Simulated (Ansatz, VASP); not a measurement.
One calculation of LuC, two programs

```
Lu C
1.0
     3.47266    0.00000    0.00000
    -1.73633    3.00741    0.00000
     0.00000    0.00000    2.95000
Lu C
1 1
Direct
  0.00000 0.00000 0.00000
  0.66667 0.33333 0.50000
```

Alike in both runs: task single point; functional PBEsol; k mesh 12 × 12 × 10; occupations gaussian, width 0.05 eV; no spin polarisation.

|  | VASP | Ansatz |
| --- | --- | --- |
| version | VASP 6.6.1 | Ansatz 0.2.0 |
| potentials or method | VASP PAW PBE potentials, release 64 (Lu, C) | scalar-relativistic, plane waves, PAW |
| plane-wave cutoff (eV) | 520 | 420 |
| valence electrons in the cell | 29 | 29 |

Ansatz gave:

* gap on the k mesh at the Fermi level (eV): none
* pressure (GPa): -4.8
* largest component of the traceless stress (GPa): 0.56

What did VASP give for the same quantities?

gap on the k mesh at the Fermi level (eV): none; pressure (GPa): -4.2; largest component of the traceless stress (GPa): 0.51.

A gap of «none» marks a metal or a gap that the smearing closes. With one functional, cell and mesh, what is left measures potentials, basis and numerics.

Caveats: the PAW data sets were made with another functional, which shifts forces and pressure a little (VASP). The runs have no spin-orbit coupling, so splittings on Lu are missing.
